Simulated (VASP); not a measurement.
Computed with revTPSS meta-GGA, VASP's PBE PAW potentials (set 64) (plane waves; VASP).

Input for VASP

**INCAR**
```
SYSTEM = Eu
PREC = Accurate; ENCUT = 520; LREAL = .FALSE.
LASPH = .TRUE.
EDIFF = 1E-6; NELM = 100; ALGO = Normal
LMAXMIX = 6; LMIXTAU = .TRUE.
ISMEAR = 1; SIGMA = 0.1
METAGGA = RTPSS
IBRION = 2; NSW = 60; ISIF = 3
EDIFFG = -0.01
LWAVE = .FALSE.; LCHARG = .FALSE.
```

KPOINTS:
```
Automatic mesh
0
Gamma
11 11 11
0 0 0
```

POSCAR:
```
Eu
1.0
 -2.1840998641   2.1840998641   2.1840998641
  2.1840998641  -2.1840998641   2.1840998641
  2.1840998641   2.1840998641  -2.1840998641
Eu
1
direct
  1.0000000000   1.0000000000   1.0000000000
```

POTCAR, in this order: Eu_2 (PBE.64 set). Program: vasp_std.

Output of the run:

OUTCAR:
```
 ion  position               nearest neighbor table
   1  0.000  0.000  0.000-
  LATTYP: Found a body centered cubic cell.
 ALAT       =     4.3681997282
 Subroutine PRICEL returns:
 Original cell was already a primitive cell.
 Subroutine GETGRP returns: Found 48 space group operations
The static configuration has the point symmetry O_h .
The dynamic configuration has the point symmetry O_h .
 Subroutine INISYM returns: Found 48 space group operations
 Subroutine IBZKPT returns following result:
 Found     56 irreducible k-points:

 Following reciprocal coordinates:
            Coordinates               Weight
  0.000000  0.000000  0.000000      1.000000
  0.090909  0.000000  0.000000     12.000000
  0.181818  0.000000  0.000000     12.000000
  0.272727  0.000000  0.000000     12.000000
  0.363636  0.000000  0.000000     12.000000
  0.454545  0.000000  0.000000     12.000000
  0.090909  0.090909  0.000000     24.000000
  0.181818  0.090909  0.000000     48.000000
  0.272727  0.090909  0.000000     48.000000
  0.363636  0.090909  0.000000     48.000000
  0.454545  0.090909  0.000000     24.000000
  0.181818  0.181818  0.000000     24.000000
  0.272727  0.181818  0.000000     48.000000
  0.363636  0.181818  0.000000     48.000000
  0.272727  0.272727  0.000000     24.000000
  0.363636  0.272727  0.000000     24.000000
  0.090909  0.090909  0.090909      8.000000
  0.181818  0.090909  0.090909     24.000000
  0.272727  0.090909  0.090909     24.000000
  0.363636  0.090909  0.090909     24.000000
 -0.090909  0.090909  0.090909      6.000000
  0.181818  0.181818  0.090909     24.000000
  0.272727  0.181818  0.090909     48.000000
  0.363636  0.181818  0.090909     24.000000
 -0.181818  0.181818  0.090909     24.000000
...
```

File OSZICAR:
```
       N       E                     dE             d eps       ncg     rms          rms(c)
DAV:   1     0.424471666820E+02    0.42447E+02   -0.40581E+03   904   0.866E+02
DAV:   2     0.291536716558E+02   -0.13293E+02   -0.13130E+02  1144   0.116E+02
DAV:   3     0.288757647861E+02   -0.27791E+00   -0.26279E+00  1344   0.129E+01
DAV:   4     0.288738090014E+02   -0.19558E-02   -0.19595E-02  1240   0.129E+00
DAV:   5     0.288737931246E+02   -0.15877E-04   -0.15876E-04  1440   0.111E-01    0.736E+00
DAV:   6     0.275963540413E+02   -0.12774E+01   -0.85541E-01   992   0.687E+00    0.428E+00
DAV:   7     0.522099613301E+04    0.51934E+04   -0.30296E+05   896   0.452E+06    0.743E-01
DAV:   8     0.275754894893E+02   -0.51934E+04   -0.12123E+00  1144   0.171E+01    0.603E-01
DAV:   9     0.275984120320E+02    0.22923E-01   -0.14404E-02   920   0.141E+00    0.511E-02
DAV:  10     0.275787389746E+02   -0.19673E-01   -0.87201E-03   912   0.971E-01    0.710E-02
DAV:  11     0.275778670548E+02   -0.87192E-03   -0.18721E-04  1656   0.173E-01    0.119E-02
DAV:  12     0.275759566852E+02   -0.19104E-02   -0.37015E-04  1088   0.152E-01    0.134E-02
DAV:  13     0.275759550986E+02   -0.15866E-05   -0.16148E-05  1472   0.361E-02    0.148E-02
DAV:  14     0.275759553438E+02    0.24527E-06   -0.56159E-08   696   0.228E-03
   1 F= 0.27575955E+02 E0= 0.27575955E+02  d E =0.275760E+02
       N       E                     dE             d eps       ncg     rms          rms(c)
DAV:   1     0.275748592420E+02   -0.10959E-02   -0.22308E-02  1040   0.156E+00    0.134E-01
DAV:   2     0.275754537537E+02    0.59451E-03   -0.61406E-04  1376   0.261E-01    0.736E-02
DAV:   3     0.275757815112E+02    0.32776E-03   -0.10249E-03  1392   0.303E-01    0.332E-02
DAV:   4     0.275757767868E+02   -0.47245E-05   -0.55465E-05  1376   0.854E-02    0.138E-02
DAV:   5     0.275758218795E+02    0.45093E-04   -0.57023E-05  1360   0.951E-02    0.637E-03
DAV:   6     0.275757510119E+02   -0.70868E-04   -0.26388E-05  1344   0.645E-02    0.168E-03
DAV:   7     0.275757513466E+02    0.33467E-06   -0.11489E-06   552   0.144E-02
   2 F= 0.27575751E+02 E0= 0.27575734E+02  d E =-.203997E-03
       N       E                     dE             d eps       ncg     rms          rms(c)
DAV:   1     0.275756071244E+02   -0.14389E-03   -0.26758E-03  1024   0.540E-01    0.454E-02
DAV:   2     0.275756874837E+02    0.80359E-04   -0.79753E-05  1360   0.944E-02    0.248E-02
DAV:   3     0.275757208010E+02    0.33317E-04   -0.97224E-05  1408   0.912E-02    0.973E-03
DAV:   4     0.275757212864E+02    0.48537E-06   -0.74564E-06  1296   0.253E-02
   3 F= 0.27575721E+02 E0= 0.27575698E+02  d E =-.234057E-03
       N       E                     dE             d eps       ncg     rms          rms(c)
DAV:   1     0.275752534016E+02   -0.46740E-03   -0.10661E-02   984   0.108E+00    0.912E-02
DAV:   2     0.275755735252E+02    0.32012E-03   -0.32844E-04  1360   0.199E-01    0.496E-02
DAV:   3     0.275757116920E+02    0.13817E-03   -0.41441E-04  1400   0.186E-01    0.179E-02
DAV:   4     0.275757588713E+02    0.47179E-04   -0.87348E-05  1200   0.869E-02    0.115E-02
DAV:   5     0.275757026761E+02   -0.56195E-04   -0.13481E-05  1080   0.342E-02    0.228E-03
DAV:   6     0.275756974342E+02   -0.52418E-05   -0.54303E-06  1368   0.211E-02    0.511E-04
DAV:   7     0.275756973058E+02   -0.12838E-06   -0.61055E-08   464   0.247E-03
   4 F= 0.27575697E+02 E0= 0.27575661E+02  d E =-.258038E-03
```

### OUTCAR
```
------------------------ aborting loop because EDIFF is reached ----------------------------------------
  FORCE on cell =-STRESS in cart. coord.  units (eV):
  Direction    XX          YY          ZZ          XY          YZ          ZX
  --------------------------------------------------------------------------------------
  Total        0.0016245      0.0016245      0.0016245     -0.0000000     -0.0000000      0.0000000
  in kB        0.0632261      0.0632261      0.0632261     -0.0000000     -0.0000000      0.0000000
  external PRESSURE =       0.0632261 kB  Pullay stress =       0.0000000 kB
  volume of cell :       41.17
      direct lattice vectors                 reciprocal lattice vectors
    -2.175175640  2.175175640  2.175175640     0.000000000  0.229866495  0.229866495
     2.175175640 -2.175175640  2.175175640     0.229866495  0.000000000  0.229866495
     2.175175640  2.175175640 -2.175175640     0.229866495  0.229866495  0.000000000
 POSITION                                       TOTAL-FORCE (eV/Angst)
 -----------------------------------------------------------------------------------
      0.00000      0.00000      4.35035        -0.000000     -0.000000      0.000000
 -----------------------------------------------------------------------------------
    total drift:                                0.000000     -0.000000      0.000000
  FREE ENERGIE OF THE ION-ELECTRON SYSTEM (eV)
  ---------------------------------------------------
  free  energy   TOTEN  =        27.5756973058 eV

  energy  without entropy=       27.5755879538  energy(sigma->0) =       27.57566086

 reached required accuracy - stopping structural energy minimisation
```
(Selected blocks of OUTCAR.)

File CONTCAR:
```
Eu
   1.00000000000000
    -2.1751756400898694    2.1751756400898694    2.1751756400898694
     2.1751756400898694   -2.1751756400898694    2.1751756400898694
     2.1751756400898694    2.1751756400898694   -2.1751756400898694
  Eu
     1
Direct
     1.0000000000000000    1.0000000000000000    0.0000000000000000
```

The 4f electrons are frozen in the core of the lanthanide potential, so 4f levels, which can set the real gap, and their magnetism are missing.

The compound is Eu in the bcc structure. This run relaxes it. Symmetry was kept, so distortions that lower it aren't found. The start is the result of an earlier pass.
